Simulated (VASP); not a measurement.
Given:

```yaml
crystal:
  lattice:
    - [0.00000, 1.97928, 1.97928]
    - [1.97928, 0.00000, 1.97928]
    - [1.97928, 1.97928, 0.00000]
  atoms:
    - { symbol: Co, position: [0.00000, 0.00000, 0.00000] }
    - { symbol: C, position: [0.50000, 0.50000, 0.50000] }
```

All values below come from PBEsol GGA, VASP's PBE PAW potentials (set 64) (plane waves; VASP 6.6.1). Settings: 520 eV cut-off, Gaussian smearing of 0.050 eV, potentials Co C.

Estimate the band gap (along the path) with the smallest direct gap where there is one.

```json
{
  "band gap (along the path)": "none (metal, semimetal or under 0.01 eV)"
}
```

Only differences to runs with the same potentials and settings are physical.

The structure was generated: CoC was put into the rock salt type (Fm-3m), which need not be its known phase. It was relaxed first, which changed the volume by -25 %. The run is not spin-polarised, so no magnetic state was tried. The electron count is odd and the run is not spin-polarised, which forces a metal.
